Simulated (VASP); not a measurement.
An input for Quantum ESPRESSO's pw.x (written as the equivalent of a VASP run, and not itself run):

```
&CONTROL
  calculation = 'vc-relax'
  pseudo_dir = './pseudo'
  outdir = './out'
  tprnfor = .true.
  tstress = .true.
  nstep = 40
  forc_conv_thr = 0.00078
/
&SYSTEM
  ibrav = 0
  nat = 4
  ntyp = 2
  ecutwfc = 84
  occupations = 'smearing'
  smearing = 'gaussian'
  degauss = 0.003675
  input_dft = 'pbe'
/
&ELECTRONS
  conv_thr = 7.3e-08
  electron_maxstep = 100
/
&IONS
/
&CELL
  press = 100
/
ATOMIC_SPECIES
  Ga 69.723 Ga.upf
  N 14.007 N.upf
CELL_PARAMETERS angstrom
     1.5945548   -2.7618498    0.0000000
     1.5945548    2.7618498    0.0000000
     0.0000000    0.0000000    5.1930392
ATOMIC_POSITIONS crystal
  Ga   0.6666670  0.3333330  0.5000553
  Ga   0.3333330  0.6666670  0.0000553
  N    0.6666670  0.3333330  0.8769447
  N    0.3333330  0.6666670  0.3769447
K_POINTS automatic
  8 8 5 0 0 0
```

Q: Write the VASP files for the same calculation (PBE).

A: This is not unique; one that fits is 
File POSCAR:
```
GaN
1.0
  1.5945547734  -2.7618498444   0.0000000000
  1.5945547734   2.7618498444   0.0000000000
  0.0000000000   0.0000000000   5.1930391992
Ga N
2 2
Direct
  0.6666670000   0.3333330000   0.5000553221
  0.3333330000   0.6666670000   0.0000553221
  0.6666670000   0.3333330000   0.8769446779
  0.3333330000   0.6666670000   0.3769446779
```

### INCAR
```
! general
SYSTEM =GaN
PREC   =Accurate
ENCUT  =620
LREAL  =.FALSE.
LASPH  =.TRUE.

! electronic loop
EDIFF  =1E-6
NELM   =100
ALGO   =Normal
LMAXMIX=4

! smearing
ISMEAR =0
SIGMA  =0.05

! functional
GGA    =PE

! ions
IBRION =2
NSW    =40
ISIF   =3
EDIFFG =-0.02
PSTRESS=100

! output
LWAVE  =.FALSE.
LCHARG =.FALSE.
```

KPOINTS:
```
Automatic mesh
0
Gamma
8 8 5
0 0 0
```

POTCAR, in this order: Ga_d N (PBE.64 set). Program: vasp_std.

The two are equivalent in intent, not identical: the potentials are each code's own (VASP's PAW set, PseudoDojo norm-conserving files in pw.x), so ENCUT and ecutwfc are chosen apart and not converted; conv_thr bounds pw.x's estimated SCF error, while EDIFF bounds the energy change between steps; forc_conv_thr acts on force components and is met together with etot_conv_thr.

The compound is GaN in the wurtzite structure. This run relaxes it under an external pressure of 10 GPa. Symmetry was kept, so distortions that lower it aren't found.
